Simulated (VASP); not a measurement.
AlN:

```
CELL_PARAMETERS angstrom
3.11300 0.00000 0.00000
-1.55650 2.69594 0.00000
0.00000 0.00000 4.98100
ATOMIC_POSITIONS crystal
Al 0.33333 0.66667 0.00000
Al 0.66667 0.33333 0.50000
N 0.33333 0.66667 0.38000
N 0.66667 0.33333 0.88000
```

| Item | Value |
| --- | --- |
| Program | VASP 6.6.1 |
| Task | relaxation of cell and atoms |
| Functional | PBE |
| Potentials or basis | VASP PAW PBE potentials, release 64 (Al, N) |
| Cutoff | 520 eV |
| k mesh | 12 × 12 × 6 |
| Occupations | gaussian, width 0.02 eV |
| Spin | no spin polarisation |

At the start: pressure 3.5 GPa; volume 10.45 Å³/atom.

Q: Where does the relaxation end?

A: Over 8 steps the energy falls by 2.2 meV/atom and the volume is 10.63 Å³/atom (+1.7 %); space group P6_3mc (No. 186, to 0.05 Å).

Step by step:
```tsv
step	energy change (eV)	largest force (eV/Å)	pressure (GPa)	volume (Å³)
1	0.0000	0.1289	3.46	41.80
2	-0.0019	0.0913	-2.90	43.18
3	-0.0088	0.0034	0.00	42.52
4	-0.0088	0.0059	0.07	42.51
5	-0.0088	0.0066	0.05	42.51
6	-0.0088	0.0070	0.04	42.51
7	-0.0088	0.0022	-0.02	42.53
8	-0.0088	0.0007	0.00	42.52
```

Final structure:
```
CELL_PARAMETERS angstrom
3.12857 0.00000 0.00000
-1.56429 2.70942 0.00000
0.00000 0.00000 5.01646
ATOMIC_POSITIONS crystal
Al 0.33333 0.66667 0.99926
Al 0.66667 0.33333 0.49926
N 0.33333 0.66667 0.38074
N 0.66667 0.33333 0.88074
```
